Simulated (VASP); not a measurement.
All values below come from RPA correlation on PBE orbitals, VASP's PBE PAW potentials (set 64) (plane waves; VASP).

Input for VASP

### INCAR
```
PREC=Normal
ENCUT=500
SIGMA=0.01
LCHARG=.FALSE.
NBANDS=531
NOMEGA=12
LWAVE=.FALSE.
SYSTEM=MgO
ALGO=ACFDT
ENCUTGW=300
LREAL=.FALSE.
GGA=PE
LASPH=.TRUE.   ! aspherical one-centre terms
ISMEAR=0   ! Gaussian
```

POSCAR:
```
MgO
3.0160950
  0.0000000000   0.7071067059   0.7071067059
  0.7071067059   0.0000000000   0.7071067059
  0.7071067059   0.7071067059   0.0000000000
Mg O
1 1
Cartesian
  0.0000000000   0.0000000000   0.0000000000
  0.7071067059   0.7071067059   0.7071067059
```

### KPOINTS
```
Automatic mesh
0
Gamma
4 4 4
0 0 0
```

POTCAR, in this order: Mg_sv_GW O_GW_new (PBE.64 set). Program: vasp_std. Read from the step before: WAVECAR, WAVEDER.

The resulting files:

**OSZICAR**
```
energies w=
    0.000    0.959    0.000    3.081    0.000    5.877    0.000   10.008
    0.000   16.518    0.000   27.161    0.000   44.983    0.000   75.462
    0.000  128.899    0.000  226.619    0.000  424.506    0.000  982.221
NQ=   1    0.0000    0.0000    0.0000,
 performed       2970000 updates of chi_q(r,r)
NQ=   2    0.2500    0.0000    0.0000,
 performed       5940000 updates of chi_q(r,r)
NQ=   3    0.5000    0.0000    0.0000,
 performed       8910000 updates of chi_q(r,r)
NQ=   4    0.2500    0.2500    0.0000,
 performed      11880000 updates of chi_q(r,r)
NQ=   5    0.5000    0.2500    0.0000,
 performed      14850000 updates of chi_q(r,r)
NQ=   6   -0.2500    0.2500    0.0000,
 performed      17820000 updates of chi_q(r,r)
NQ=   7    0.5000    0.5000    0.0000,
 performed      20790000 updates of chi_q(r,r)
NQ=   8   -0.2500    0.5000    0.2500,
 performed      23760000 updates of chi_q(r,r)
```

**OUTCAR**
```


      cutoff energy     smooth cutoff   RPA   correlation   Hartree contr. to MP2
---------------------------------------------------------------------------------
            300.000           240.000      -16.7726574082      -24.6676672636
            285.714           228.571      -16.5148815272      -24.3399369588
            272.109           217.687      -16.2453845270      -23.9967352654
            259.151           207.321      -15.9679448025      -23.6426249294
            246.811           197.449      -15.6792766945      -23.2733181371
            235.058           188.046      -15.3827117680      -22.8928872935
            223.865           179.092      -15.0801663644      -22.5031865782
            213.204           170.564      -14.7702116173      -22.1021507849
  linear regression
  converged value                          -19.7269430200      -28.4555023560
```
(Selected blocks of OUTCAR.)

The mesh is coarse, so the correlation energy is not converged in k-points.

The compound is MgO in the rock salt structure. This cell is one point of a volume scan, at 1.04 of the reference volume. The k-mesh is coarse (spacing up to 0.64 per Å, 2π included), so the numbers may not be converged in it.
